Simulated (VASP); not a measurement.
Computed with LDA (Ceperley-Alder, Perdew-Zunger), VASP's LDA PAW potentials (set 64) (plane waves; VASP 6.6.1).

VASP input:

**POSCAR**
```
Sn
1
   -2.9150000000     2.9150000000     1.5900000000
    2.9150000000    -2.9150000000     1.5900000000
    2.9150000000     2.9150000000    -1.5900000000
Sn
2
Direct
  0.2500000000   0.7500000000   0.5000000000
  0.0000000000   0.0000000000   0.0000000000
```

INCAR:
```
! general
SYSTEM  = Sn
PREC    = Accurate
ENCUT   = 520
LREAL   = .FALSE.
LASPH   = .TRUE.

! electronic loop
EDIFF   = 1E-6
NELM    = 100
ALGO    = Normal
LMAXMIX = 4

! smearing
ISMEAR  = 1
SIGMA   = 0.1

! ions
IBRION  = 2
NSW     = 60
ISIF    = 3
EDIFFG  = -0.01

! output
LWAVE   = .FALSE.
LCHARG  = .FALSE.
```

File KPOINTS:
```
Automatic mesh
0
Gamma
12 12 12
0 0 0
```

POTCAR, in this order: Sn_d (LDA.64 set). Program: vasp_std.

Output of the run:

OSZICAR:
```
       N       E                     dE             d eps       ncg     rms          rms(c)
DAV:   1     0.203353874309E+03    0.20335E+03   -0.15010E+04  5888   0.243E+03
DAV:   2     0.949832685845E+01   -0.19386E+03   -0.19160E+03  5872   0.451E+02
DAV:   3    -0.843302992102E+01   -0.17931E+02   -0.17720E+02  6662   0.141E+02
DAV:   4    -0.899038561785E+01   -0.55736E+00   -0.55515E+00  6688   0.272E+01
DAV:   5    -0.901187702419E+01   -0.21491E-01   -0.21490E-01  7962   0.491E+00    0.246E+00
DAV:   6    -0.898300196298E+01    0.28875E-01   -0.38278E-02  7600   0.302E+00    0.134E+00
DAV:   7    -0.897202611655E+01    0.10976E-01   -0.21002E-02  7664   0.213E+00    0.156E-01
DAV:   8    -0.897151326034E+01    0.51286E-03   -0.19092E-03  6892   0.702E-01    0.300E-02
DAV:   9    -0.897151728021E+01   -0.40199E-05   -0.48683E-05  7600   0.733E-02    0.128E-02
DAV:  10    -0.897151745594E+01   -0.17573E-06   -0.40799E-06  5960   0.260E-02
   1 F= -.89715175E+01 E0= -.89713623E+01  d E =-.897152E+01
       N       E                     dE             d eps       ncg     rms          rms(c)
DAV:   1    -0.960431155571E+01   -0.63279E+00   -0.13306E+01  6372   0.614E+01    0.427E+00
DAV:   2    -0.909379077963E+01    0.51052E+00   -0.96488E-01  7060   0.177E+01    0.185E+00
DAV:   3    -0.898605091561E+01    0.10774E+00   -0.31824E-01  7686   0.972E+00    0.247E-01
DAV:   4    -0.898068194814E+01    0.53690E-02   -0.98965E-03  6076   0.123E+00    0.671E-02
DAV:   5    -0.898019718598E+01    0.48476E-03   -0.59307E-04  7520   0.214E-01    0.325E-02
DAV:   6    -0.898016456377E+01    0.32622E-04   -0.43453E-05  6194   0.101E-01    0.105E-02
DAV:   7    -0.898016235770E+01    0.22061E-05   -0.33252E-06  5090   0.149E-02    0.749E-04
DAV:   8    -0.898016244121E+01   -0.83503E-07   -0.34162E-07  3074   0.673E-03
   2 F= -.89801624E+01 E0= -.89800061E+01  d E =-.864499E-02
       N       E                     dE             d eps       ncg     rms          rms(c)
DAV:   1    -0.902696660713E+01   -0.46804E-01   -0.10345E+00  6386   0.184E+01    0.114E+00
DAV:   2    -0.899038657260E+01    0.36580E-01   -0.63775E-02  7228   0.454E+00    0.506E-01
DAV:   3    -0.898207378594E+01    0.83128E-02   -0.26356E-02  7688   0.279E+00    0.602E-02
DAV:   4    -0.898169597670E+01    0.37781E-03   -0.88948E-04  6638   0.410E-01    0.207E-02
DAV:   5    -0.898164882948E+01    0.47147E-04   -0.47136E-05  7688   0.730E-02    0.919E-03
DAV:   6    -0.898164513692E+01    0.36926E-05   -0.38828E-06  5638   0.306E-02    0.184E-03
DAV:   7    -0.898164506583E+01    0.71094E-07   -0.29727E-07  3044   0.706E-03
   3 F= -.89816451E+01 E0= -.89814888E+01  d E =-.101276E-01
       N       E                     dE             d eps       ncg     rms          rms(c)
DAV:   1    -0.898177234312E+01   -0.12721E-03   -0.29551E-03  6366   0.968E-01    0.614E-02
DAV:   2    -0.898166605992E+01    0.10628E-03   -0.18759E-04  7200   0.246E-01    0.272E-02
DAV:   3    -0.898164211579E+01    0.23944E-04   -0.74260E-05  7506   0.148E-01    0.335E-03
DAV:   4    -0.898164096980E+01    0.11460E-05   -0.21409E-06  3722   0.211E-02    0.124E-03
DAV:   5    -0.898164085044E+01    0.11935E-06   -0.39881E-07  2982   0.959E-03
   4 F= -.89816409E+01 E0= -.89814846E+01  d E =-.101234E-01
       N       E                     dE             d eps       ncg     rms          rms(c)
DAV:   1    -0.898318611051E+01   -0.15451E-02   -0.36748E-02  6776   0.173E+00    0.179E-01
DAV:   2    -0.898226442978E+01    0.92168E-03   -0.19535E-03  6890   0.757E-01    0.110E-01
DAV:   3    -0.898179242269E+01    0.47201E-03   -0.11295E-03  7762   0.516E-01    0.162E-02
DAV:   4    -0.898180470544E+01   -0.12283E-04   -0.20060E-04  6128   0.185E-01    0.919E-03
DAV:   5    -0.898180405236E+01    0.65309E-06   -0.71193E-06  7254   0.523E-02
   5 F= -.89818041E+01 E0= -.89816464E+01  d E =-.163202E-03
       N       E                     dE             d eps       ncg     rms          rms(c)
DAV:   1    -0.898271818386E+01   -0.91348E-03   -0.23448E-02  6776   0.138E+00    0.143E-01
DAV:   2    -0.898213441968E+01    0.58376E-03   -0.12495E-03  6924   0.608E-01    0.876E-02
DAV:   3    -0.898183488573E+01    0.29953E-03   -0.71465E-04  7780   0.410E-01    0.129E-02
DAV:   4    -0.898184274710E+01   -0.78614E-05   -0.12778E-04  6110   0.148E-01    0.733E-03
DAV:   5    -0.898184231188E+01    0.43522E-06   -0.42503E-06  5806   0.414E-02
   6 F= -.89818423E+01 E0= -.89816860E+01  d E =-.201461E-03
```

### OUTCAR
```
------------------------ aborting loop because EDIFF is reached ----------------------------------------
  FORCE on cell =-STRESS in cart. coord.  units (eV):
  Direction    XX          YY          ZZ          XY          YZ          ZX
  --------------------------------------------------------------------------------------
  Total        0.0057091      0.0057091      0.0057859      0.0000000      0.0000000      0.0000000
  in kB        0.1750463      0.1750463      0.1774021      0.0000000      0.0000000      0.0000000
  external PRESSURE =       0.1758316 kB  Pullay stress =       0.0000000 kB
  volume of cell :       52.25
      direct lattice vectors                 reciprocal lattice vectors
    -2.888393357  2.888393357  1.565851808     0.000000000  0.173106616  0.319315019
     2.888393357 -2.888393357  1.565851808     0.173106616  0.000000000  0.319315019
     2.888393357  2.888393357 -1.565851808     0.173106616  0.173106616  0.000000000
 POSITION                                       TOTAL-FORCE (eV/Angst)
 -----------------------------------------------------------------------------------
      2.88839      0.00000      0.78293        -0.000000     -0.000000      0.000000
     -0.00000      0.00000      0.00000         0.000000      0.000000     -0.000000
 -----------------------------------------------------------------------------------
    total drift:                               -0.000000     -0.000000      0.000000
  FREE ENERGIE OF THE ION-ELECTRON SYSTEM (eV)
  ---------------------------------------------------
  free  energy   TOTEN  =        -8.9818423119 eV

  energy  without entropy=       -8.9813732872  energy(sigma->0) =       -8.98168597

 reached required accuracy - stopping structural energy minimisation
```
(Selected blocks of OUTCAR.)

CONTCAR:
```
Sn
   1.00000000000000
    -2.8883933573056928    2.8883933573056928    1.5658518080135508
     2.8883933573056928   -2.8883933573056928    1.5658518080135508
     2.8883933573056928    2.8883933573056928   -1.5658518080135508
  Sn
     2
Direct
     0.2500000000000000    0.7500000000000000    0.5000000000000000
     0.0000000000000000    0.0000000000000000    0.0000000000000000
```

Energy and stress use the plane-wave basis of the starting cell.

The compound is Sn in the beta structure. This run relaxes it. Symmetry was kept, so distortions that lower it aren't found.
